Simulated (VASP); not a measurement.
Output of a VASP run:

**OSZICAR**
```
       N       E                     dE             d eps       ncg     rms          rms(c)
DAV:   1     0.371011364602E+02    0.37101E+02   -0.52305E+03  2626   0.101E+03
DAV:   2    -0.598357449680E+01   -0.43085E+02   -0.42066E+02  2788   0.192E+02
DAV:   3    -0.634267919724E+01   -0.35910E+00   -0.35474E+00  3084   0.204E+01
DAV:   4    -0.634435356259E+01   -0.16744E-02   -0.16743E-02  3092   0.131E+00
DAV:   5    -0.634437157004E+01   -0.18007E-04   -0.18007E-04  3000   0.113E-01    0.869E+00
DAV:   6    -0.597751482892E+01    0.36686E+00   -0.17103E+00  2667   0.123E+01    0.389E+00
DAV:   7    -0.596450581028E+01    0.13009E-01   -0.96743E-03  2932   0.925E-01    0.207E+00
DAV:   8    -0.595950055874E+01    0.50053E-02   -0.13537E-03  2791   0.289E-01    0.621E-02
DAV:   9    -0.595950485300E+01   -0.42943E-05   -0.11622E-05  3750   0.373E-02    0.123E-02
DAV:  10    -0.595950839632E+01   -0.35433E-05   -0.13062E-06  2839   0.102E-02    0.110E-03
DAV:  11    -0.595950839798E+01   -0.16603E-08   -0.14256E-08  1391   0.121E-03
   1 F= -.55059618E+01 E0= -.55059760E+01  d E =-.550596E+01
       N       E                     dE             d eps       ncg     rms          rms(c)
DAV:   1    -0.644824330002E+01   -0.48873E+00   -0.10607E+01  2646   0.369E+01    0.565E+00
DAV:   2    -0.591872259214E+01    0.52952E+00   -0.23580E+00  2629   0.148E+01    0.894E-01
DAV:   3    -0.591459351297E+01    0.41291E-02   -0.25014E-02  3245   0.124E+00    0.538E-01
DAV:   4    -0.591566624814E+01   -0.10727E-02   -0.73052E-03  2939   0.780E-01    0.666E-02
DAV:   5    -0.591565353953E+01    0.12709E-04   -0.10967E-04  2833   0.106E-01    0.333E-02
DAV:   6    -0.591566012717E+01   -0.65876E-05   -0.40654E-06  3234   0.167E-02    0.143E-03
DAV:   7    -0.591566024205E+01   -0.11488E-06   -0.29312E-07  1637   0.464E-03
   2 F= -.54911741E+01 E0= -.54912347E+01  d E =0.147877E-01
       N       E                     dE             d eps       ncg     rms          rms(c)
DAV:   1    -0.617892967718E+01   -0.26327E+00   -0.46299E+00  2644   0.248E+01    0.320E+00
DAV:   2    -0.595632349132E+01    0.22261E+00   -0.10871E+00  2631   0.957E+00    0.103E+00
DAV:   3    -0.595449553152E+01    0.18280E-02   -0.85915E-03  3040   0.723E-01    0.601E-01
DAV:   4    -0.595456312613E+01   -0.67595E-04   -0.23746E-03  2928   0.400E-01    0.414E-02
DAV:   5    -0.595460145859E+01   -0.38332E-04   -0.34657E-05  3555   0.395E-02    0.182E-02
DAV:   6    -0.595460430015E+01   -0.28416E-05   -0.82769E-07  2839   0.945E-03    0.101E-03
DAV:   7    -0.595460431156E+01   -0.11413E-07   -0.66240E-09  1329   0.955E-04
   3 F= -.55112310E+01 E0= -.55112691E+01  d E =-.526920E-02
```

OUTCAR:
```
------------------------ aborting loop because EDIFF is reached ----------------------------------------
  FORCE on cell =-STRESS in cart. coord.  units (eV):
  Direction    XX          YY          ZZ          XY          YZ          ZX
  --------------------------------------------------------------------------------------
  Total        0.4375657      0.4375657      0.4375657      0.0000000      0.0000000      0.0000000
  in kB       49.3450674     49.3450674     49.3450674      0.0000000      0.0000000      0.0000000
  external PRESSURE =      -0.6549326 kB  Pullay stress =      50.0000000 kB
  volume of cell :       14.21
      direct lattice vectors                 reciprocal lattice vectors
     0.000000000  1.922324503  1.922324503    -0.260101767  0.260101767  0.260101767
     1.922324503  0.000000000  1.922324503     0.260101767 -0.260101767  0.260101767
     1.922324503  1.922324503  0.000000000     0.260101767  0.260101767 -0.260101767
 POSITION                                       TOTAL-FORCE (eV/Angst)
 -----------------------------------------------------------------------------------
      0.00000      0.00000      0.00000         0.000000      0.000000      0.000000
 -----------------------------------------------------------------------------------
    total drift:                               -0.000000     -0.000000     -0.000000
  FREE ENERGIE OF THE ION-ELECTRON SYSTEM (eV)
  ---------------------------------------------------
  free  energy   TOTEN  =        -5.9546043116 eV

  energy  without entropy=       -5.9547184510  energy(sigma->0) =       -5.95464236
  enthalpy is  TOTEN    =        -5.5112310256 eV   P V=        0.4433732860

 reached required accuracy - stopping structural energy minimisation
```
(Selected blocks of OUTCAR.)

POSCAR:
```
Pd
1
    0.0000000000     1.9369161632     1.9369161632
    1.9369161632     0.0000000000     1.9369161632
    1.9369161632     1.9369161632     0.0000000000
Pd
1
Direct
  0.0000000000   0.0000000000   0.0000000000
```

**Question.** Reconstruct the remaining input files.

**Answer.** One answer among several that fit: the input of the run itself, PBEsol GGA, plane waves, VASP's PBE PAW potentials (set 64).

### INCAR
```
! general
SYSTEM  = Pd
PREC    = Accurate
ENCUT   = 500
LREAL   = F
LASPH   = T

! electronic loop
EDIFF   = 1E-6
NELM    = 100
ALGO    = Normal
LMAXMIX = 4

! smearing
ISMEAR  = 1
SIGMA   = 0.1

! functional
GGA     = PS

! ions
IBRION  = 2
NSW     = 40
ISIF    = 3
EDIFFG  = -0.02
PSTRESS = 50

! output
LWAVE   = F
LCHARG  = F
```

KPOINTS:
```
Regular mesh
0
gamma
 16 16 16
```

POTCAR, in this order: Pd (PBE.64 set). Program: vasp_std.

Energy and stress use the plane-wave basis of the starting cell.

The compound is Pd in the fcc structure. This run relaxes it under an external pressure of 5 GPa. Symmetry was kept, so distortions that lower it aren't found.
